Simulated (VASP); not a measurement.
An input for Ansatz (written as the equivalent of a VASP run, and not itself run):

Ansatz 0.2 input:
```yaml
crystal:
  lattice:
    - [1.5019280, -2.6014161, 0.0000000]
    - [1.5019280, 2.6014161, 0.0000000]
    - [0.0000000, 0.0000000, 4.8576322]
  atoms:
    - { symbol: Zn, position: [0.6666670, 0.3333330, 0.5019084] }
    - { symbol: Zn, position: [0.3333330, 0.6666670, 0.0019084] }
    - { symbol: O, position: [0.6666670, 0.3333330, 0.8800916] }
    - { symbol: O, position: [0.3333330, 0.6666670, 0.3800916] }
kpoints:
  mp_grid: { grid: [8, 8, 5] }
hamiltonian:
  xc: lda
  pseudopotentials: { kind: paw }
scf:
  occupations: { method: gaussian, width: 0.05 }
  max_iter: 100
relax:
  max_steps: 40
  f_tol: 0.02
  cell: { p_target: 45 }
output: { forces: true, stress: true, eigenvalues: true }
```

Translate this input to VASP (INCAR, KPOINTS, POSCAR, choice of POTCAR).

Several could match; the one computed here: 
**KPOINTS**
```
kpoints
0
Gamma
8 8 5
```

### POSCAR
```
ZnO
1.0
  1.5019279889  -2.6014160766   0.0000000000
  1.5019279889   2.6014160766   0.0000000000
  0.0000000000   0.0000000000   4.8576321824
Zn O
2 2
direct
  0.6666670000   0.3333330000   0.5019084266
  0.3333330000   0.6666670000   0.0019084266
  0.6666670000   0.3333330000   0.8800915734
  0.3333330000   0.6666670000   0.3800915734
```

INCAR:
```
LASPH  =  .TRUE.
LWAVE  =  .FALSE.
LCHARG  =  .FALSE.
NSW  =  40   # most ionic steps
ENCUT  =  620
ISMEAR  =  0   # Gaussian
ISIF  =  3   # ions, shape and volume
ALGO  =  Normal   # blocked Davidson
PREC  =  Accurate
SYSTEM  =  ZnO
LREAL  =  .FALSE.   # projection in real space or not
IBRION  =  2   # conjugate gradients
NELM  =  100   # most electronic steps
LMAXMIX  =  4   # l cut-off of mixed one-centre charges
EDIFFG  =  -0.02   # ionic stop
SIGMA  =  0.05   # width (eV)
EDIFF  =  1E-6   # SCF stop (eV)
PSTRESS  =  450   # kbar
```

POTCAR, in this order: Zn O (LDA.64 set). Program: vasp_std.

The two are equivalent in intent, not identical: each code has its own PAW files, so the cut-off isn't converted (ENCUT is set for VASP's; basis.ecutwfc is left out, and Ansatz then takes the one that its files recommend); Ansatz stops its SCF on the density residual and VASP on the energy change (EDIFF); Ansatz's lda is the Perdew-Wang form, while the LDA potentials of VASP carry Perdew-Zunger's.

The compound is ZnO in the wurtzite structure. It was relaxed first under an external pressure of 45 GPa.
